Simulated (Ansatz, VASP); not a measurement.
# PtSe2: VASP beside Ansatz, part 2 of 2

Wanted: the spread between two codes on one cell, functional and k mesh. The structure shown is the end of the Ansatz relaxation below.

VASP 6.6.1 and Ansatz 0.2.0.

So far: Set-up; Ansatz: relaxation, PBE with D3(BJ).

### Step 3. VASP: single point, PBE with D3(BJ)

Level of this step: PBE with D3(BJ); plane waves and PAW (Pt, Se) (VASP).

The same cell, functional, mesh and smearing now go to VASP, with its own data sets.

Lines of VASP's logs that name or quote its potential files are left out, and so is its time.

Contents of INCAR:

```
SYSTEM = PtSe2
PREC = Accurate
ENCUT = 400
EDIFF = 1E-06
NELM = 120
ISMEAR = 0
SIGMA = 0.02
LREAL = .FALSE.
ALGO = Normal
GGA = PE
IVDW = 12
NBANDS = 84
LASPH = .TRUE.
LORBIT = 11
LWAVE = .FALSE.
LCHARG = .FALSE.
ISIF = 2
LDIPOL = .TRUE.
IDIPOL = 3
DIPOL = 0.5 0.5 0.276
LVHAR = .TRUE.
GGA_COMPAT = .FALSE.
NELMDL = -8
KPAR = 4
```

Contents of POSCAR:

```
PtSe2
1.0
    3.7595798534      0.0000000000      0.0000000000
   -1.8797899267      3.2558916606      0.0000000000
    0.0000000000      0.0000000000     79.8000320000
Pt Se
6 12
Direct
    0.0000000000      0.0000000000      0.1238162395
    0.0000000000      0.0000000000      0.1847500023
    0.0000000000      0.0000000000      0.2453471636
    0.0000000000      0.0000000000      0.3060310614
    0.0000000000      0.0000000000      0.3666282227
    0.0000000000      0.0000000000      0.4275619855
    0.3333333333      0.6666666667      0.1397941117
    0.6666666667      0.3333333333      0.1074261942
    0.3333333333      0.6666666667      0.2008895086
    0.6666666667      0.3333333333      0.1686272703
    0.3333333333      0.6666666667      0.2614762379
    0.6666666667      0.3333333333      0.2292262093
    0.3333333333      0.6666666667      0.3221520157
    0.6666666667      0.3333333333      0.2899019871
    0.3333333333      0.6666666667      0.3827509547
    0.6666666667      0.3333333333      0.3504887164
    0.3333333333      0.6666666667      0.4439520308
    0.6666666667      0.3333333333      0.4115841133
```

Contents of KPOINTS:

```
Automatic mesh
0
Gamma
9 9 1
0 0 0
```

Potentials, in the order of the species: Pt and Se (PBE family, release 64).

Command:

```console
$ mpirun -np 4 vasp_std
```

Numbers of over 12 decimals in the logs are rounded to 6 here.

What it wrote:

```text
[banner, memory and clock lines left out]
running    4 mpi-ranks, on    1 nodes
 distrk:  each k-point on    1 cores,    4 groups
 distr:  one band on    1 cores,    1 groups

 POSCAR found type information on POSCAR PtSe
 POSCAR found :  2 types and      18 ions
|                                                                             |
|               ----> ADVICE to this user running VASP <----                  |
|                                                                             |
|     You have a (more or less) 'large supercell' and for larger cells it     |
|     might be more efficient to use real-space projection operators.         |
|     Therefore, try LREAL= Auto in the INCAR file.                           |
|     Mind: For very accurate calculation, you might also keep the            |
|     reciprocal projection scheme (i.e. LREAL=.FALSE.).                      |
|                                                                             |

 LDA part: xc-table for (Slater+PW92), standard interpolation
|                                                                             |
|           W    W    AA    RRRRR   N    N  II  N    N   GGGG   !!!           |
|           W    W   A  A   R    R  NN   N  II  NN   N  G    G  !!!           |
|           W    W  A    A  R    R  N N  N  II  N N  N  G       !!!           |
|           W WW W  AAAAAA  RRRRR   N  N N  II  N  N N  G  GGG   !            |
|           WW  WW  A    A  R   R   N   NN  II  N   NN  G    G                |
|           W    W  A    A  R    R  N    N  II  N    N   GGGG   !!!           |
|                                                                             |
|     One of the lattice vectors is very long (>50 A), but AMIN is rather     |
|     large. This can spoil convergence since charge sloshing might occur     |
|     along the long lattice vector. If problems with convergence are         |
|     observed, try to decrease AMIN to a smaller value (e.g. 0.01).          |
|     Note: This warning only applies if the self-consistency cycle is        |
|     used.                                                                   |
|                                                                             |

 POSCAR, INCAR and KPOINTS ok, starting setup
 FFT: planning ... GRIDC
 FFT: planning ... GRID_SOFT
 FFT: planning ... GRID
 WAVECAR not read
 entering main loop
       N       E                     dE             d eps       ncg     rms          rms(c)
DAV:   1     0.951389074667E+03    0.95139E+03   -0.43334E+04  2072   0.101E+03
DAV:   2     0.248564594058E+02   -0.92653E+03   -0.88113E+03  2728   0.223E+02
DAV:   3    -0.862252186744E+02   -0.11108E+03   -0.10829E+03  2380   0.806E+01
DAV:   4    -0.897076014148E+02   -0.34824E+01   -0.34179E+01  2472   0.152E+01
DAV:   5    -0.898122285887E+02   -0.10463E+00   -0.10432E+00  2544   0.252E+00
DAV:   6    -0.898158221816E+02   -0.35936E-02   -0.35908E-02  2584   0.477E-01
DAV:   7    -0.898159406136E+02   -0.11843E-03   -0.11840E-03  2688   0.861E-02
DAV:   8    -0.898159442323E+02   -0.36187E-05   -0.36174E-05  2488   0.137E-02    0.297E+01
DAV:   9    -0.865254276770E+02    0.32905E+01   -0.24996E+01  2144   0.238E+01    0.187E+01
DAV:  10    -0.857605391132E+02    0.76489E+00   -0.91819E+00  2156   0.157E+01    0.775E+00
DAV:  11    -0.871123984201E+02   -0.13519E+01   -0.76873E+00  2680   0.169E+01    0.984E+00
DAV:  12    -0.855552851270E+02    0.15571E+01   -0.24375E+01  2924   0.148E+01    0.242E+00
DAV:  13    -0.852723465063E+02    0.28294E+00   -0.12421E+00  2376   0.489E+00    0.929E-01
DAV:  14    -0.852842550052E+02   -0.11908E-01   -0.16549E-01  2260   0.121E+00    0.733E-01
[...]
DAV:  28    -0.852705222148E+02   -0.35351E-05   -0.77580E-07  1372   0.319E-03    0.882E-02
DAV:  29    -0.852705248485E+02   -0.26337E-05   -0.54634E-07  1360   0.327E-03    0.891E-02
DAV:  30    -0.852705301618E+02   -0.53133E-05   -0.90329E-07  1372   0.442E-03    0.907E-02
DAV:  31    -0.852705344912E+02   -0.43293E-05   -0.91904E-07  1388   0.356E-03    0.928E-02
DAV:  32    -0.852705379697E+02   -0.34785E-05   -0.52896E-07  1316   0.227E-03    0.947E-02
DAV:  33    -0.852705419109E+02   -0.39412E-05   -0.34181E-07  1324   0.214E-03    0.966E-02
DAV:  34    -0.852705430416E+02   -0.11307E-05   -0.90651E-08  1224   0.122E-03    0.973E-02
DAV:  35    -0.852705430176E+02    0.23996E-07   -0.17307E-08  1108   0.440E-04
   1 F= -.93452563E+02 E0= -.93451212E+02  d E =-.270243E-02
```

Parts of OUTCAR (step 3):

```text
ion  position               nearest neighbor table
   1  0.000  0.000  0.124-   7 2.52   7 2.52   7 2.52   8 2.53   8 2.53   8 2.53
   2  0.000  0.000  0.185-  10 2.52  10 2.52  10 2.52   9 2.52   9 2.52   9 2.52
   3  0.000  0.000  0.245-  12 2.52  12 2.52  12 2.52  11 2.52  11 2.52  11 2.52
   4  0.000  0.000  0.306-  13 2.52  13 2.52  13 2.52  14 2.52  14 2.52  14 2.52
   5  0.000  0.000  0.367-  15 2.52  15 2.52  15 2.52  16 2.52  16 2.52  16 2.52
   6  0.000  0.000  0.428-  18 2.52  18 2.52  18 2.52  17 2.53  17 2.53  17 2.53
   7  0.333  0.667  0.140-   1 2.52   1 2.52   1 2.52
   8  0.667  0.333  0.107-   1 2.53   1 2.53   1 2.53
   9  0.333  0.667  0.201-   2 2.52   2 2.52   2 2.52
  10  0.667  0.333  0.169-   2 2.52   2 2.52   2 2.52
  11  0.333  0.667  0.261-   3 2.52   3 2.52   3 2.52
  12  0.667  0.333  0.229-   3 2.52   3 2.52   3 2.52
  13  0.333  0.667  0.322-   4 2.52   4 2.52   4 2.52
  14  0.667  0.333  0.290-   4 2.52   4 2.52   4 2.52
  15  0.333  0.667  0.383-   5 2.52   5 2.52   5 2.52
  16  0.667  0.333  0.350-   5 2.52   5 2.52   5 2.52
  17  0.333  0.667  0.444-   6 2.53   6 2.53   6 2.53
  18  0.667  0.333  0.412-   6 2.52   6 2.52   6 2.52

  LATTYP: Found a hexagonal cell.
 ALAT       =     3.7595798534
 C/A-ratio  =    21.2257845588

 Subroutine GETGRP returns: Found 12 space group operations
 (whereof  6 operations were pure point group operations)

The static configuration has the point symmetry C_3v.
 The point group associated with its full space group is D_3d.

 Found     12 irreducible k-points:

   k-points           NKPTS =     12   k-points in BZ     NKDIM =     12   number of bands    NBANDS=     84

   dimension x,y,z NGX =    28 NGY =   28 NGZ =  540
   dimension x,y,z NGXF=    56 NGYF=   56 NGZF= 1080

   ENCUT  =  400.0 eV  29.40 Ry    5.42 a.u.   6.13  6.13130.13*2*pi/ulx,y,z

   NELECT =     132.0000    total number of electrons

 k-points in reciprocal lattice and weights: Automatic mesh
   0.00000000  0.00000000  0.00000000       0.012
   0.11111111  0.00000000  0.00000000       0.074
   0.22222222  0.00000000  0.00000000       0.074
   0.33333333 -0.00000000  0.00000000       0.074
   0.44444444  0.00000000  0.00000000       0.074
   0.11111111  0.11111111  0.00000000       0.074
   0.22222222  0.11111111  0.00000000       0.148
   0.33333333  0.11111111  0.00000000       0.148
   0.44444444  0.11111111  0.00000000       0.074
   0.22222222  0.22222222  0.00000000       0.074
   0.33333333  0.22222222  0.00000000       0.148
   0.33333333  0.33333333  0.00000000       0.025

 dipolmoment           0.000000      0.000000      0.000005 electrons x Angstroem

 average (electrostatic) potential at core
       1 -75.6197       2 -75.6547       3 -75.6530       4 -75.6530       5 -75.6547
       6 -75.6197       7 -59.8636       8 -59.5958       9 -59.8995      10 -59.8846
      11 -59.9009      12 -59.9094      13 -59.9093      14 -59.9009      15 -59.8846
      16 -59.8994      17 -59.5958      18 -59.8636

 E-fermi :  -0.5495

 k-point     1 :       0.0000    0.0000    0.0000
  band No.  band energies     occupation
    ...
     60      -1.6463      2.00000
     61      -1.6463      2.00000
     62      -1.5971      2.00000
     63      -1.5971      2.00000
     64      -1.0924      2.00000
     65      -0.5095      0.00468
     66      -0.0375      0.00000
     67       0.5510      0.00000
     68       0.5510      0.00000
     69       0.7784      0.00000
    ...

 k-point     2 :       0.1111    0.0000    0.0000
  band No.  band energies     occupation
    ...
     61      -1.5722      2.00000
     62      -1.0701      2.00000
     63      -0.9741      2.00000
     64      -0.8669      2.00000
     65      -0.6801      2.00000
     66      -0.4160      0.00000
     67       0.3045      0.00000
     68       0.3165      0.00000
     69       0.5284      0.00000
     70       0.5820      0.00000
    ...

 k-point     3 :       0.2222    0.0000    0.0000
  band No.  band energies     occupation
    ...
     62      -1.7345      2.00000
     63      -1.7245      2.00000
     64      -1.5159      2.00000
     65      -1.1639      2.00000
     66      -0.7766      2.00000
     67      -0.2606      0.00000
     68      -0.1171      0.00000
     69       0.0564      0.00000
     70       0.1565      0.00000
     71       0.3526      0.00000
    ...

 Edisp (eV)   -8.18202

  Total      -0.20785    -0.20785    -0.21006     0.00000     0.00000     0.00000
  in kB      -0.34091    -0.34091    -0.34454     0.00000     0.00000     0.00000
  external pressure =       -0.34 kB  Pullay stress =        0.00 kB

  energy-cutoff  :      400.00
  volume of cell :      976.82
      direct lattice vectors                 reciprocal lattice vectors
     3.759579853  0.000000000  0.000000000     0.265987169  0.153567763  0.000000000
    -1.879789927  3.255891661  0.000000000     0.000000000  0.307135527  0.000000000
     0.000000000  0.000000000 79.800032000     0.000000000  0.000000000  0.012531323

 POSITION                                       TOTAL-FORCE (eV/Angst)
 -----------------------------------------------------------------------------------
      0.00000      0.00000      9.88054         0.000000     -0.000000     -0.001475
      0.00000      0.00000     14.74306         0.000000      0.000000     -0.000084
      0.00000      0.00000     19.57871         0.000000     -0.000000     -0.000284
      0.00000      0.00000     24.42129         0.000000      0.000000      0.000284
      0.00000      0.00000     29.25694        -0.000000     -0.000000      0.000084
      0.00000      0.00000     34.11946        -0.000000     -0.000000      0.001475
     -0.00000      2.17059     11.15557         0.000000     -0.000000      0.002702
      1.87979      1.08530      8.57261         0.000000     -0.000000     -0.000082
     -0.00000      2.17059     16.03099        -0.000000      0.000000      0.005137
      1.87979      1.08530     13.45646        -0.000000      0.000000     -0.005749
     -0.00000      2.17059     20.86581         0.000000      0.000000      0.007291
      1.87979      1.08530     18.29226        -0.000000      0.000000     -0.008277
     -0.00000      2.17059     25.70774         0.000000     -0.000000      0.008277
      1.87979      1.08530     23.13419        -0.000000     -0.000000     -0.007291
     -0.00000      2.17059     30.54354         0.000000     -0.000000      0.005749
      1.87979      1.08530     27.96901         0.000000     -0.000000     -0.005137
     -0.00000      2.17059     35.42739        -0.000000     -0.000000      0.000082
      1.87979      1.08530     32.84443        -0.000000      0.000000     -0.002702
 -----------------------------------------------------------------------------------
    total drift:                                0.000000     -0.000000      0.000209

  FREE ENERGIE OF THE ION-ELECTRON SYSTEM (eV)
  ---------------------------------------------------
  free  energy   TOTEN  =       -93.4525631032 eV

  energy  without entropy=      -93.4498606769  energy(sigma->0) =      -93.45121189

 vacuum level on the upper side and lower side of the slab         4.198         4.198

 total charge
# of ion       s       p       d       tot
------------------------------------------
    1        0.671   0.679   8.005   9.356
    2        0.675   0.677   8.026   9.377
    3        0.675   0.676   8.030   9.381
    4        0.675   0.676   8.030   9.381
    5        0.675   0.677   8.026   9.377
    6        0.671   0.679   8.005   9.356
    7        1.487   2.223   0.070   3.780
    8        1.478   2.239   0.054   3.772
    9        1.489   2.219   0.070   3.778
   10        1.488   2.220   0.070   3.778
   11        1.489   2.218   0.070   3.777
   12        1.488   2.218   0.071   3.778
   13        1.488   2.218   0.071   3.778
   14        1.489   2.218   0.070   3.777
   15        1.488   2.220   0.070   3.778
   16        1.489   2.219   0.070   3.778
   17        1.478   2.239   0.054   3.772
   18        1.487   2.223   0.070   3.780
--------------------------------------------------
tot         21.880  30.738  48.933 101.551

[... 3 further parts left out ...]
```

The run ends at a pressure of -0.03 GPa, with forces up to 0.0083 eV/Å.

### Step 4. Differences

Known differences besides the potentials themselves: Ansatz cuts the interaction across the vacuum, VASP repeats the sheet with a dipole correction; the data sets hold 300 valence electrons in Ansatz (on its PAW soft_1 files) and 132 in VASP; the cutoff is 420 eV in Ansatz and 400 eV in VASP. Total energies have different zeros and are not compared.

At this near-relaxed geometry the largest component of a force difference is 8 meV/Å. VASP's last cycles still show a density residual of 1e-02, so its state may not be settled. With vacuum in the cell, a pressure given here is an average over mostly empty space and none of the material.

### Step 5. What came out

```yaml
r_m_s_force_difference_single_point_pbe_with_d3_bj: 2.7 meV/Å
```

What this shows: The r.m.s. force difference is 2.7 meV/Å (single point, PBE with D3(BJ)), within the 12 meV/Å picked in this series as the mark of a large difference. The data sets hold unlike numbers of valence electrons (300 in Ansatz and 132 in VASP), so part of the differences comes from the potentials. Such differences can come from data sets, numerical settings and the points named under the comparisons, not from the functional's error against experiment.

[Lines on the potential files, build, host, timing and source positions are cut from VASP's logs without a mark.]

[Logs are printed without paths, hosts, clocks, repeated set-up lines and the standing remarks that a program may print on its own settings, such as how far it seeks lower states.]

[Hosts, paths, dates, database ids (printed as entryN), source tags and the programs' standing remarks are cut or masked in the printed files.]
